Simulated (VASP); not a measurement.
The system is BeOsF.

```
Be Os F
1.0
     3.47555    0.00000    0.00000
    -1.73778    3.00991    0.00000
     0.00000    0.00000    3.48423
Be Os F
1 1 1
Direct
  0.33333 0.66667 0.50000
  0.00000 0.00000 0.50000
  0.66667 0.33333 0.00000
```

The cell was built by a generator and needn't be a form met in nature.

| Property | Result |
| --- | --- |
| Program | VASP 6.6.1 |
| Task | relaxation of cell and atoms |
| Functional | RPBE |
| Potentials or basis | VASP PAW PBE potentials, release 64 (Be, Os, F) |
| Cutoff | 600 eV |
| k mesh | 9 × 9 × 8 |
| Occupations | gaussian, width 0.05 eV |
| Spin | no spin polarisation |

At the start: pressure 24.4 GPa; volume 12.15 Å³/atom.

**Question.** Where does the relaxation end?

**Answer.** Over 13 steps the energy falls by 847.2 meV/atom and the volume is 12.00 Å³/atom (-1.2 %); space group P-6m2 (No. 187, to 0.05 Å).

The path:
| step | energy change (eV) | largest force (eV/Å) | pressure (GPa) | volume (Å³) |
| --- | --- | --- | --- | --- |
| 1 | 0.0000 | 0.0000 | 24.37 | 36.45 |
| 2 | -0.7293 | 0.0000 | -9.73 | 46.82 |
| 3 | -0.7778 | 0.0000 | -4.68 | 44.19 |
| 4 | -1.0760 | 0.0000 | -5.93 | 42.60 |
| 5 | -2.4382 | 0.0000 | -3.79 | 37.01 |
| 6 | 45.5418 | 0.0000 | 606.93 | 21.87 |
| 7 | -2.4652 | 0.0000 | -3.15 | 36.80 |
| 8 | -2.5328 | 0.0000 | 3.09 | 35.37 |
| 9 | -2.5393 | 0.0000 | 1.08 | 35.73 |
| 10 | -2.5388 | 0.0000 | -1.64 | 36.43 |
| 11 | -2.5414 | 0.0000 | -0.22 | 36.06 |
| 12 | -2.5414 | 0.0000 | 0.24 | 35.96 |
| 13 | -2.5415 | 0.0000 | 0.02 | 36.01 |

Final structure:
```
Be Os F
1.0
     4.09326    0.00000    0.00000
    -2.04663    3.54487    0.00000
     0.00000    0.00000    2.48184
Be Os F
1 1 1
Cartesian
  0.0000 2.3632 1.2409
  0.0000 0.0000 1.2409
  2.0466 1.1816 0.0000
```

Caveat: the PAW data sets were made with another functional, which shifts forces and pressure a little; an odd number of electrons without spin polarisation forces a metal; a magnetic or distorted state may lie lower.
